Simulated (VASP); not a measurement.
Data:

```xyz
2
Lattice="4.3221 0.0000 0.0000 0.0000 4.3221 0.0000 0.0000 0.0000 4.3221" Properties=species:S:1:pos:R:3 pbc="T T T"
Cs     0.0000     0.0000     0.0000
Br     2.1611     2.1611     2.1611
```

Level of theory: r2SCAN meta-GGA, VASP's PBE PAW potentials (set 64) (plane waves; VASP). Numerical set-up: 480 eV cut-off, 6×6×6 Γ-centred mesh, Gaussian smearing of 0.050 eV, potentials Cs_sv Br.

Energy and stress use the plane-wave basis of the starting cell.

Problem. The ions, cell shape and volume at an external pressure of 20.0 GPa are relaxed. Predict the relaxed structure.

Solution. 
```xyz
2
Lattice="3.7489 0.0000 0.0000 0.0000 3.7489 0.0000 0.0000 0.0000 3.7489" Properties=species:S:1:pos:R:3 pbc="T T T"
Cs     0.0000     0.0000     0.0000
Br     1.8744     1.8744     1.8744
```
Space group Pm-3m (221), at a tolerance of 0.03 Å.

Problem. How do energy and volume change from the first to the last step?

Solution. The energy (σ→0) changes by +575.8 meV/atom and the volume by -34.7 %, in 5 ionic steps.

The compound is CsBr in the CsCl type structure. This run relaxes it under an external pressure of 20 GPa. Symmetry was kept, so distortions that lower it aren't found.
